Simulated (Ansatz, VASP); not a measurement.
**VSe2: VASP beside Ansatz**

One calculation is typed for both programs; each brings its own data sets. How far apart do they land? The cell is taken from a series of runs on this material, whose earlier steps may have relaxed, scaled, displaced or heated it; both programs get it as it stands.

Program: Ansatz 0.2.0. Level of theory: plane waves, with VASP 6.6.1 beside it; relaxation of cell and atoms at PBEsol and zone-centre phonons at PBEsol. Results are calculated unless marked as measured.

## Step 1: Set-up

Symmetry: P-3m1, No. 164, trigonal system. Conventional cell: a = 3.278 Å, b = 3.278 Å, c = 6.152 Å, α = 90.00°, β = 90.00°, γ = 120.00°. Nearest to V lie 6 Se at 2.46 Å. Se has 3 V at 2.46 Å nearest. Farther neighbours and most contacts between anions are not listed.

## Step 2: Ansatz: relaxation of cell and atoms, PBEsol

Ansatz runs on its default PAW (the set named soft_2) files.

The relaxed volume is the usual yardstick between codes: in a stiff, nearly cubic crystal its relative difference is about their pressure difference at one cell divided by the bulk modulus.

Contents of input.yaml:

```yaml
crystal:
  lattice:
    - [3.2776109474, 0.0, 0.0]
    - [-1.6388054737, 2.8384943441, 0.0]
    - [0.0, 0.0, 6.1520032869]
  atoms:
    - { symbol: V, position: [0.0, 0.0, 0.0], spin: 0.28 }
    - { symbol: Se, position: [0.3333333333, 0.6666666667, 0.2550793846] }
    - { symbol: Se, position: [0.6666666667, 0.3333333333, 0.7449206154] }
kpoints:
  mp_grid: { grid: [9, 9, 5] }
hamiltonian:
  xc: pbesol
scf:
  occupations: { method: gaussian, width: 0.15 }
output:
  forces: true
  stress: true
  eigenvalues: true
  populations: true
magnetization:
  spin_polarized: true
relax:
  adjacent_minimum: "off"
  f_tol: 0.001
  max_steps: 60
  cell: { stress_tol: 0.01 }
```

Command:

```console
> ansatz run input.yaml --threads 8 --pin off --max-ram 16384MiB --backend cpu --events-out ev --progress --plain --runs-dir out
```

Numbers of over 12 decimals in the logs are rounded to 6 here.

Log:

```text
Engine: ansatz 0.2.0, aarch64-unknown-linux-gnu
Pseudopotentials: kind: paw
Pseudopotential: V, paw, valence charge 13, recommended cutoff 420 eV (normal), V.paw.azcp
Pseudopotential: Se, paw, valence charge 16, recommended cutoff 420 eV (normal), Se.paw.azcp
Functional definition: PBEsol
  exchange = pbesol_x
  correlation = pbesol_c
Crystal: 3 atoms, lattice volume = 57.235 Å³
Basis set: ecut = 420 eV, 1149 PW (Γ), exchange–correlation on 48×48×90 points (8 copies of the dense FFT grid, shifted against one another)
Bands: 28, of which v1, the nominal top of the filled ones, is band 23 counted from 1 (22 counted from 0)
Symmetry: 12 space group operations
Space group: P-3m1 (ITA 164), of the structure as read, at distance tolerance 3.9e-5 Å
Magnetic group: BNS 164.85 (UNI 1315), of the structure as read, at distance tolerance 3.9e-5 Å
k-points: 50 of 405
Non-local potential: V, projectors of the file, l = 0: 3, l = 1: 2, l = 2: 3, l = 3: 1
Non-local potential: Se, projectors of the file, l = 0: 2, l = 1: 2, l = 2: 3, l = 3: 1
PAW form: soft (Blöchl's): semilocal exchange-correlation on the pseudo side does not see the compensation charge
PAW frozen core: V, regenerated for the run's functional, and the local potential with it (the file was generated under x = pbe(κ = 0.804, μ = 0.219515), c = pbe(β = 0.066725))
PAW frozen core: Se, regenerated for the run's functional, and the local potential with it (the file was generated under x = pbe(κ = 0.804, μ = 0.219515), c = pbe(β = 0.066725))
PAW one-centre angular grid: V, 590 points (default); XC on 64 Gauss nodes
PAW one-centre angular grid: Se, 590 points (default); XC on 64 Gauss nodes
Initial density: superposition of atomic densities (chi_scale 0.1, normalization cell, long waves kept (reshape's long-wave potential 0.08 eV rms))
Starting moments: Σ|m| = 0.28 μB on 1 of 3 sites
Initial wavefunctions: pseudopotential atomic-orbital guess
Functional: x = pbesol(κ = 0.804, μ = 0.123457), c = pbesol(β = 0.046)
SCF iter   1: F=—  HF=-13736.434500 eV  |F-HF|=—  |Δ(HF+E_count)|=         —  Δρ=2.66e-2 (↑2.58e-2 ↓2.66e-2)  dr2=6.48e0  dr2_m=1.45e-3  M=0.220 μB ∫|m|=0.276 μB  β_m=0.30  ethr=3.10e-3  ⟨swp⟩=5.3  Hψ=10236  notcnv=0
Mixer restart at iter 1: flushing history
preconditioner: auto → Kerker (q_TF=auto, 2.621 Å⁻¹)  [metal: Δε(μ)=0.045 eV  Ē_g=8.180 eV  σ=0.150 eV  W_gap=0.17  n_scr=22 (ndim 8)  ℏωp=20.2 eV  f_vac=0.011  D(μ)=2.37/eV (n_scr^D=22)]
spin=Collinear: Kerker preconditioning applied to the charge; magnetization (m = ρ↑ − ρ↓) channel mixes plain (no charge-response kernel on spin).
SCF iter   2: F=—  HF=-13736.557946 eV  |F-HF|=—  |Δ(HF+E_count)|=   1.23e-1  Δρ=2.22e-2 (↑2.14e-2 ↓2.22e-2)  dr2=5.07e0  dr2_m=8.67e-4  M=0.217 μB ∫|m|=0.274 μB  β_m=0.42  ethr=3.10e-3  ⟨swp⟩=2.0  Hψ=4031  notcnv=0  defer=83
SCF iter   3: F=—  HF=-13735.935233 eV  |F-HF|=—  |Δ(HF+E_count)|=   6.23e-1  Δρ=9.31e-3 (↑9.31e-3 ↓8.66e-3)  dr2=6.51e-1  dr2_m=1.91e-4  M=0.207 μB ∫|m|=0.263 μB  β_m=0.59  ethr=3.10e-3  ⟨swp⟩=3.0  Hψ=4337  notcnv=0  defer=83
SCF iter   4: F=—  HF=-13735.812327 eV  |F-HF|=—  |Δ(HF+E_count)|=   1.23e-1  Δρ=6.20e-3 (↑6.20e-3 ↓5.90e-3)  dr2=1.36e-1  dr2_m=2.68e-5  M=0.204 μB ∫|m|=0.257 μB  β_m=0.79  ethr=1.45e-3  ⟨swp⟩=2.0  Hψ=4198  notcnv=0  defer=90
SCF iter   5: F=—  HF=-13735.895549 eV  |F-HF|=—  |Δ(HF+E_count)|=         —  Δρ=2.03e-3 (↑2.03e-3 ↓1.77e-3)  dr2=2.28e-2  dr2_m=1.88e-4  M=0.189 μB ∫|m|=0.237 μB  β_m=0.79  ethr=3.02e-4  ⟨swp⟩=2.0  Hψ=4207  notcnv=0  defer=90
Mixer restart at iter 5: flushing history
SCF iter   6: F=—  HF=-13735.893645 eV  |F-HF|=—  |Δ(HF+E_count)|=   1.90e-3  Δρ=1.62e-3 (↑1.24e-3 ↓1.62e-3)  dr2=1.71e-2  dr2_m=4.81e-5  M=0.184 μB ∫|m|=0.230 μB  β_m=0.90  ethr=5.08e-5  ⟨swp⟩=1.5  Hψ=4015  notcnv=0  defer=89
SCF iter   7: F=—  HF=-13735.893213 eV  |F-HF|=—  |Δ(HF+E_count)|=   4.31e-4  Δρ=9.76e-4 (↑9.76e-4 ↓8.35e-4)  dr2=6.91e-3  dr2_m=1.22e-4  M=0.173 μB ∫|m|=0.217 μB  β_m=0.95  ethr=3.79e-5  ⟨swp⟩=2.0  Hψ=3235  notcnv=0  defer=89
SCF iter   8: F=—  HF=-13735.891885 eV  |F-HF|=—  |Δ(HF+E_count)|=   1.33e-3  Δρ=5.03e-4 (↑5.03e-4 ↓2.40e-4)  dr2=3.36e-4  dr2_m=2.62e-5  M=0.158 μB ∫|m|=0.196 μB  β_m=0.97  ethr=1.54e-5  ⟨swp⟩=2.0  Hψ=3465  notcnv=0  defer=88
[...]
preconditioner: auto → none  [metal: Δε(μ)=0.016 eV  Ē_g=8.057 eV  σ=0.150 eV  W_gap=0.06  n_scr=4 (ndim 8)  ℏωp=20.3 eV  f_vac=0.026  D(μ)=2.54/eV (n_scr^D=22)]
[...]
SCF iter   7: F=-13735.892434 eV  HF=-13735.892434 eV  |F-HF|=3.64e-11  |Δ(HF+E_count)|=  1.09e-11  Δρ=1.01e-7 (↑9.24e-8 ↓1.01e-7)  dr2=3.86e-11  dr2_m=1.26e-14  M=0.000 μB ∫|m|=0.000 μB  ethr=1.00e-12  ⟨swp⟩=2.6  Hψ=8542  notcnv=0
the starting moments were not kept: the SCF closed with an absolute magnetisation of 1.3e-5 μB, where they sum to 0.28 μB in size (1 site). That is at most 0.1 of that sum.
SCF 4 converged in 7 iterations: F = -13735.892434 eV  dr2 = 3.86e-11
relax step   4: F+E_penalty+E_count = -13735.89243426 eV  Δ(F+E_penalty+E_count) = -5.573e-7 eV  max|allowed force component| = 2.119e-4 eV/Å  Δτ_max = 0.0000 Å  P = -0.001 GPa  Ω = 57.104 Å³  energy of the carried Pulay correction = +2.415e-5 eV  (7 SCF iters, dr2 threshold 7.09e-11 eV, accepted)
Initial wavefunctions: pseudopotential atomic-orbital guess (no wavefunctions were taken with the density)
iter 1 solved again at ethr=8.19e-8 eV; its pass at ethr=3.10e-3 eV (dr2=3.69e-5 eV) is discarded
SCF iter   1: F=—  HF=-13735.892409 eV  |F-HF|=—  |Δ(HF+E_count)|=         —  Δρ=1.20e-6 (↑1.20e-6 ↓1.20e-6)  dr2=1.13e-9  dr2_m=8.82e-15  M=0.000 μB ∫|m|=0.000 μB  β_m=0.65  ethr=8.19e-8  ⟨swp⟩=3.1  Hψ=17220  notcnv=0
eigensolver tolerance schedule: the retry pair's looser diagonalisation over-reported the residual by 32591.17 of it (diagonalisation noise at 6.21 of the residual, at the tolerance the schedule requests for it); recorded, not acted on — ethr = c·dr2/N_el stays at c = 1.0e-1
SCF iter   2: F=—  HF=-13735.892408 eV  |F-HF|=—  |Δ(HF+E_count)|=   1.33e-7  Δρ=6.34e-7 (↑6.24e-7 ↓6.34e-7)  dr2=2.41e-9  dr2_m=6.68e-14  M=0.000 μB ∫|m|=0.000 μB  β_m=0.39  ethr=2.51e-12  ⟨swp⟩=3.1  Hψ=6880  notcnv=0
SCF iter   3: F=—  HF=-13735.892408 eV  |F-HF|=—  |Δ(HF+E_count)|=  2.31e-10  Δρ=4.37e-7 (↑4.37e-7 ↓4.34e-7)  dr2=8.28e-11  dr2_m=3.57e-14  M=0.000 μB ∫|m|=0.000 μB  β_m=0.43  ethr=2.51e-12  ⟨swp⟩=3.0  Hψ=5100  notcnv=0
SCF iter   4: F=—  HF=-13735.892408 eV  |F-HF|=—  |Δ(HF+E_count)|=  1.02e-10  Δρ=1.80e-7 (↑1.74e-7 ↓1.80e-7)  dr2=1.45e-11  dr2_m=1.42e-13  M=0.000 μB ∫|m|=0.000 μB  β_m=0.48  ethr=1.00e-12  ⟨swp⟩=1.0  Hψ=2800  notcnv=0
SCF iter   5: F=—  HF=-13735.892408 eV  |F-HF|=—  |Δ(HF+E_count)|=  5.46e-11  Δρ=6.13e-8 (↑5.18e-8 ↓6.13e-8)  dr2=4.10e-12  dr2_m=1.25e-13  M=0.000 μB ∫|m|=0.000 μB  β_m=0.57  ethr=1.00e-12  ⟨swp⟩=1.0  Hψ=2800  notcnv=0
SCF iter   6: F=—  HF=-13735.892408 eV  |F-HF|=—  |Δ(HF+E_count)|=  2.00e-11  Δρ=3.89e-8 (↑1.53e-8 ↓3.89e-8)  dr2=2.35e-12  dr2_m=1.14e-13  M=0.000 μB ∫|m|=0.000 μB  β_m=0.79  ethr=1.00e-12  ⟨swp⟩=1.0  Hψ=2800  notcnv=0
SCF iter   7: F=—  HF=-13735.892408 eV  |F-HF|=—  |Δ(HF+E_count)|=  1.27e-11  Δρ=1.98e-8 (↑8.92e-9 ↓1.98e-8)  dr2=2.22e-13  dr2_m=1.01e-13  M=0.000 μB ∫|m|=0.000 μB  β_m=0.88  ethr=1.00e-12  ⟨swp⟩=1.0  Hψ=2800  notcnv=0
SCF iter   8: F=-13735.892408 eV  HF=-13735.892408 eV  |F-HF|=1.82e-12  |Δ(HF+E_count)|=  3.64e-12  Δρ=1.29e-8 (↑1.29e-8 ↓5.78e-9)  dr2=4.10e-13  dr2_m=7.74e-15  M=0.000 μB ∫|m|=0.000 μB  ethr=1.00e-12  ⟨swp⟩=3.0  Hψ=9163  notcnv=0
the starting moments were not kept: the SCF closed with an absolute magnetisation of 1.1e-5 μB, where they sum to 0.28 μB in size (1 site). That is at most 0.1 of that sum.
SCF 5 converged in 8 iterations: F = -13735.892408 eV  dr2 = 4.10e-13
relax step   5: F+E_penalty+E_count = -13735.89240845 eV  Δ(F+E_penalty+E_count) = +2.581e-5 eV  max|allowed force component| = 2.032e-4 eV/Å  Δτ_max = 0.0000 Å  P = -0.001 GPa  Ω = 57.104 Å³  stress off target by 1.29e-3 GPa  SCF on the basis re-selected at this cell (its energy is not comparable with the rows above)  (8 SCF iters)
basis re-selected at this cell: Δ(F+E_penalty+E_count) = +2.581e-5 eV, ΔP = -0.000 GPa vs the last step (what re-selecting the basis moved, of the pressure what is left beyond the Pulay correction that the steps carried, after the strain that the cell walked since its last selection, with what the two solves' SCF thresholds leave and, on support functions, any second-order correction that the steps lacked; it is no m [...]
SCF converged after 8 iterations
Magnetization: 0.0000 μB (22.5000 up, 22.5000 down)
Absolute magnetization: 0.0000 μB (∫|ρ↑−ρ↓|, with the PAW one-centre terms)
Spin contamination: 0.0000 ħ² per cell (⟨S²⟩ above its minimum at these occupations)
Per-site moments (μB) at R_I (Å): [(8.507404442376772e-6, 1.013829), (-2.8945703367344205e-7, 1.013829), (-2.8945703360770435e-7, 1.013829)]
Free energy (F): -13735.892408 eV
Harris-Foulkes:  -13735.892408 eV  (|F-HF|=1.82e-12)
Internal energy: -13735.863799 eV  (E = F + TS)
E sigma→0 (E₀):  -13735.878104 eV
Entropy (-TS):   -0.028610 eV (-9.537 meV/atom)
Fermi energy:    11.481008 eV
--- Per-component energies (eV) ---
  E_band       = -889.739675
  E_kinetic    = 574.792889
  E_local      = -5867.592099  (includes V_loc(G=0)·N_el)
  E_nonlocal   = -1229.028396
  E_hartree    = 2878.248588
  E_xc         = -337.261307
  E_vxc        = -362.516692  (∫ρ·V_xc dr)
  E_paw        = -4822.144098  (= ΣΔE_a)
  E_vpaw       = 238.108361  (= ΣTr[D̂ρ^β])
  E_aug_tail   = -0.000937  (compensation charges beyond the density's cutoff)
  E_ewald      = -4935.045017
  E_core_change = 2.166580  (= ΣΔE_core)
  E_smearing   = -0.028610  (= −TS)
  E_closure    = -0.000000  (closes the sum)
  Σ components = -13735.892408   (vs F -13735.892408, Δ=0.00e0)
--- Forces (eV/Å), atoms counted from 1 ---
  atom   1  V     -0.00000000     0.00000000     0.00000000
  atom   2  Se    -0.00000000    -0.00000000    -0.00020322
  atom   3  Se     0.00000000     0.00000000     0.00020322
  max |Σ_I F_I| component: 5.26e-31 eV/Å
--- Stress (GPa, compression-positive) ---
       -0.001294      -0.000000       0.000000
       -0.000000      -0.001294      -0.000000
        0.000000      -0.000000      -0.001287
  P = ⅓ Tr σ = -0.0013 GPa (-0.013 kbar)
--- Band table (eV; the first three rows and the last of 100) ---
  k-point 0 ↑: bands = [... 19 lower, 10.9576, 11.1233, 11.4055, 11.4055, 12.5719, 12.5719, 14.8432, 14.8432, ... 1 higher]
  k-point 1 ↑: bands = [... 19 lower, 9.7765, 11.4030, 11.4030, 11.7333, 12.5049, 12.5049, 14.9381, 14.9381, ... 1 higher]
  k-point 2 ↑: bands = [... 19 lower, 9.2138, 11.3990, 11.3990, 11.9709, 12.4039, 12.4039, 15.0861, 15.0861, ... 1 higher]
  k-point 49 ↓: bands = [... 19 lower, 7.6676, 8.7639, 8.7639, 12.1649, 12.1649, 12.3670, 14.4426, 14.4426, ... 1 higher]
--- Relaxed structure (4 steps of the walk, 3 accepted, 1 SCFs on fresh bases) ---
  F+E_penalty+E_count = -13735.89240845 eV   max|allowed force component| = 2.032e-4 eV/Å   (the final SCF, on the basis selected at the relaxed cell)
  cell:  # Å, volume = 57.1042 Å³
    - [3.274372, 0, -3.152076631730481e-19]
    - [-1.637186, 2.835689, 1.576038315865241e-19]
    - [-5.916378151772254e-19, 0, 6.150089]
  atoms:
    - { symbol: V, position: [0, 0, 0] }
    - { symbol: Se, position: [0.333333, 0.666667, 0.255379] }
    - { symbol: Se, position: [0.666667, 0.333333, 0.744621] }
--- Löwdin populations: 3 sites ---
  site symbol       q [e]    m [muB]
     0      V     12.4447     0.0000
     1     Se     16.1797    -0.0000
     2     Se     16.1797    -0.0000
  spilling = 0.004355 (of n_electrons = 45.000000)
```

The column dr2 measures how far the density is from self-consistency, as an energy; F and HF (Harris–Foulkes) agree once it is small.

[end of part 1 of 2]

[Lines on the potential files, build, host, timing and source positions are cut from VASP's logs without a mark.]

[Logs are printed without paths, hosts, clocks, repeated set-up lines and the standing remarks that a program may print on its own settings, such as how far it seeks lower states.]

[Hosts, paths, dates, database ids (printed as entryN), source tags and the programs' standing remarks are cut or masked in the printed files.]
